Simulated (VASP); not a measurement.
```xyz
2
Lattice="1.1163 -1.9335 0.0000 1.1163 1.9335 0.0000 0.0000 0.0000 3.5127" Properties=species:S:1:pos:R:3 pbc="T T T"
Be     1.1163     0.6445     0.8782
Be     1.1163    -0.6445     2.6345
```

Level of theory: PBE GGA with D3 dispersion (zero damping), VASP's PBE PAW potentials (set 64) (plane waves; VASP). Run with 520 eV cut-off, 21×21×12 Γ-centred mesh, tetrahedra with Blöchl corrections, potentials Be.

Q: What does the run give for the energy per atom (σ→0), band gap (on the k-mesh) with the smallest direct gap where there is one?

A: 
```json
{
 "band gap (on the k-mesh)": "none (metal, semimetal or under 0.01 eV)",
 "energy per atom (σ→0)": "-4.001 eV/atom"
}
```

Only differences to runs with the same potentials and settings are physical.

The compound is Be in the hcp structure. It was relaxed first, which changed the volume by -7 %.
